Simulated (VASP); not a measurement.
The cell holds one Sc (hcp) (0 0 0 1) slab, with vacuum along c, ions free to move until forces fall under 0.03 eV/Å, no reconstruction beyond this cell, dipole correction on.

Data:

```
CELL_PARAMETERS angstrom
      3.27736     0.00000     0.00000
     -1.63868     2.83827     0.00000
      0.00000     0.00000    24.63966
ATOMIC_POSITIONS crystal
  Sc 0.66667 0.33333 0.44746
  Sc 0.33333 0.66667 0.34672
  Sc 0.66667 0.33333 0.65328
  Sc 0.33333 0.66667 0.55254
```

The numbers are results of PBEsol GGA, VASP's PBE PAW potentials (set 64) (plane waves; VASP), not measurements. Run with 400 eV cut-off, 10×10×1 Γ-centred mesh, first-order Methfessel-Paxton smearing of 0.10 eV, potentials Sc_sv.

Slab and bulk use different k-meshes, so the surface energy is good to a few per cent at best.

Question: Predict its surface energy, work function, band gap (on the k-mesh).

Answer: 
```yaml
surface_energy: 1.39 J/m²
work_function: 3.49 eV
band gap (on the k-mesh): none (metal, semimetal or under 0.01 eV)
```

The cell is a thin slab with vacuum, built from Sc (hcp): (001) face.
